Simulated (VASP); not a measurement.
Calculation: LDA (Ceperley-Alder, Perdew-Zunger), VASP's LDA PAW potentials (set 64) (plane waves; VASP).

The input files of a VASP run:

File KPOINTS:
```
Automatic mesh
0
Gamma
7 7 7
0 0 0
```

### INCAR
```
# general
SYSTEM  = NaAg2
PREC    = Accurate
ENCUT   = 300
LREAL   = .False.   # projection in real space or not
LASPH   = .True.   # aspherical one-centre terms

# electronic loop
EDIFF   = 1E-6   # SCF stop (eV)
NELM    = 100
ALGO    = Normal
LMAXMIX = 4   # l cut-off of mixed one-centre charges

# smearing
ISMEAR  = -1
SIGMA   = 0.136

# ions
ISIF    = 2

# output
LWAVE   = .False.
LCHARG  = .False.
```

POSCAR:
```
NaAg2
1.0
  0.0000000000   4.0259460000   4.0259460000
  4.0259460000   0.0000000000   4.0259460000
  4.0259460000   4.0259460000   0.0000000000
Na Ag
2 4
Direct
  0.2500000000   0.2500000000   0.2500000000
  0.0000000000   0.0000000000   0.0000000000
  0.6250000000   0.1250000000   0.6250000000
  0.6250000000   0.6250000000   0.6250000000
  0.1250000000   0.6250000000   0.6250000000
  0.6250000000   0.6250000000   0.1250000000
```

POTCAR, in this order: Na_pv Ag (LDA.64 set). Program: vasp_std.

At this cut-off the stress carries a Pulay error, which pulls relaxed volumes low.

Q: Predict the energy per atom (σ→0), pressure, band gap (on the k-mesh).

A: 
```json
{
 "energy per atom (σ→0)": "-291.5 kJ/mol of atoms",
 "band gap (on the k-mesh)": "none (metal, semimetal or under 0.01 eV)",
 "pressure": "-6.28 GPa"
}
```

### OSZICAR
```
...
DAV:   5    -0.193458630907E+02   -0.71757E-02   -0.71743E-02  1610   0.174E+00    0.803E+00
DAV:   6    -0.182464725646E+02    0.10994E+01   -0.57818E+00  1428   0.157E+01    0.516E+00
DAV:   7    -0.182015091100E+02    0.44963E-01   -0.10812E-01  1408   0.217E+00    0.282E+00
DAV:   8    -0.181762965465E+02    0.25213E-01   -0.29309E-02  1452   0.757E-01    0.196E-01
DAV:   9    -0.181760116060E+02    0.28494E-03   -0.91949E-04  1456   0.210E-01    0.849E-02
DAV:  10    -0.181759407780E+02    0.70828E-04   -0.23465E-04  1434   0.105E-01    0.180E-02
DAV:  11    -0.181759403602E+02    0.41784E-06   -0.88204E-06  1554   0.249E-02
   1 F= -.18175940E+02 E0= -.18126202E+02  d E =-.994775E-01
```

The structure comes from a computed database's NaAg2 entry; how it stands against other phases isn't given here. The cell was not relaxed at this level.
